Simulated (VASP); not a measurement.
Data:

```
CELL_PARAMETERS angstrom
      0.00000     2.70634     2.70634
      2.70634     0.00000     2.70634
      2.70634     2.70634     0.00000
ATOMIC_POSITIONS crystal
  Si 0.25000 0.25000 0.25000
  Si 0.00000 0.00000 0.00000
```

Level of theory: PBE GGA, VASP's PBE PAW potentials (set 64) (plane waves; VASP). Settings: 300 eV cut-off, 9×9×9 Γ-centred mesh, Gaussian smearing of 0.050 eV, potentials Si.

Energy and stress use the plane-wave basis of the starting cell.

Problem. The ions, cell shape and volume at an external pressure of 10.0 GPa are relaxed. What does this cell relax into?

Solution. 
```
CELL_PARAMETERS angstrom
      0.00000     2.65034     2.65034
      2.65034     0.00000     2.65034
      2.65034     2.65034     0.00000
ATOMIC_POSITIONS crystal
  Si 0.25000 0.25000 0.25000
  Si 0.00000 0.00000 0.00000
```
Space group Fd-3m (227), at a tolerance of 0.03 Å.

Problem. How do energy and volume change from the first to the last step?

Solution. The energy (σ→0) changes by +47.0 meV/atom and the volume by -6.1 %, in 4 ionic steps.

```csv
step,E(σ→0) (eV),max force (eV/Å),pressure (GPa),volume (Å³)
1,-10.8307,0.000,2.83,39.64
2,-10.5080,0.000,20.20,34.77
3,-10.7396,0.000,9.90,37.28
4,-10.7367,0.000,10.06,37.23
```

The structure comes from a computed database's Si entry; how it stands against other phases isn't given here. This run relaxes it under an external pressure of 10 GPa. Symmetry was kept, so distortions that lower it aren't found. The run is one of a series of settings (EDIFFG = -0.01, IBRION = 2, ISIF = 3, NSW = 50, PSTRESS = 100 against the base run), some of them coarse on purpose.
